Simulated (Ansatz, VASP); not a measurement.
**Two plane-wave programs on InRu2**

```
CELL_PARAMETERS angstrom
0.00000 3.72781 3.72781
3.72781 0.00000 3.72781
3.72781 3.72781 0.00000
ATOMIC_POSITIONS crystal
In 0.00000 0.00000 0.00000
In 0.25000 0.25000 0.25000
Ru 0.62500 0.12500 0.62500
Ru 0.62500 0.62500 0.12500
Ru 0.12500 0.62500 0.62500
Ru 0.62500 0.62500 0.62500
```

Change from the starting cell: species swapped into the MgCu2 type (Fd-3m, No. 227).

Alike in both runs: task single point; functional PBE; k mesh 4 × 4 × 4; occupations gaussian, width 0.1 eV; no spin polarisation.

|  | VASP | Ansatz |
| --- | --- | --- |
| version | VASP 6.6.1 | Ansatz 0.2.0 |
| potentials or method | VASP PAW PBE potentials, release 64 (In_d, Ru_pv) | scalar-relativistic, plane waves, PAW |
| plane-wave cutoff (eV) | 520 | 420 |
| valence electrons in the cell | 82 | 90 |

|  | VASP | Ansatz | Ansatz less VASP |
| --- | --- | --- | --- |
| gap on the k mesh at the Fermi level (eV) | none | none | - |
| pressure (GPa) | -5.4 | -5.4 | +0.02 |

A gap of «none» marks a metal or a gap that the smearing closes. With one functional, cell and mesh, what is left measures potentials, basis and numerics. The two sets of potentials don't hold the same shells in valence.

Caveats: the k mesh is coarse (spacing up to 0.36 Å⁻¹), so the values aren't converged.
